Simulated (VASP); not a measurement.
Input:

```
CELL_PARAMETERS angstrom
      4.51060     0.00000     0.00000
      0.00000     4.51060     0.00000
      0.00000     0.00000     6.32898
ATOMIC_POSITIONS crystal
  Al 0.00000 0.00000 0.00000
  In 0.50000 0.50000 0.50000
  Sb 0.00000 0.50000 0.23322
  Sb 0.50000 0.00000 0.76678
```

All values below come from r2SCAN meta-GGA, VASP's PBE PAW potentials (set 64) (plane waves; VASP 6.6.1). Numerical set-up: 400 eV cut-off, 6×6×4 Γ-centred mesh, tetrahedra with Blöchl corrections, potentials Al In_d Sb.

Unless said otherwise, spin-orbit coupling is left out, though it shifts the bands of the heavy elements here.

Problem. Predict the energy per atom (σ→0), band gap (over mesh and band path) with the smallest direct gap where there is one.

Solution. 
The band gap (over mesh and band path) is 0.95 eV, the smallest direct gap (over mesh and band path) is 0.95 eV and the energy per atom (σ→0) comes out as -20.417 eV/atom.

Total energies compare only between runs with the same potentials, cut-off and functional.

The structure comes from a computed database's AlInSb2 entry (P-4m2); how it stands against other phases isn't given here. It was relaxed first.
